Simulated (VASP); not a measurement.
Given:

```
CELL_PARAMETERS angstrom
      2.86309     0.00000     0.00000
      0.00000     2.96716     0.00000
      0.00000     0.00000     2.96423
ATOMIC_POSITIONS crystal
  Al 0.50000 0.50000 0.50000
  Ni 0.00910 0.00000 0.00000
```

All values below come from PBE GGA + U (Dudarev), VASP's PBE PAW potentials (set 64) (plane waves; VASP). Run with 400 eV cut-off, 11×11×11 Γ-centred mesh, first-order Methfessel-Paxton smearing of 0.10 eV, potentials Al Ni, U − J: Ni 8.00 eV.

### Question
Estimate the energy per atom (σ→0), pressure, largest force.

### Answer

The energy per atom (σ→0) comes out as -3.000 eV/atom. The pressure is -15.12 GPa. The largest force is 0.088 eV/Å.

The compound is NiAl in the CsCl type structure. The cell was not relaxed at this level, atoms are displaced from their ideal sites. The run is one of a series of settings (LDAU = .TRUE., LDAUJ = 0 0, LDAUL = -1 2, LDAUTYPE = 2, LDAUU = 0 8.0 against the base run), some of them coarse on purpose. The run is not spin-polarised, so no magnetic state was tried. The electron count is odd and the run is not spin-polarised, which forces a metal.
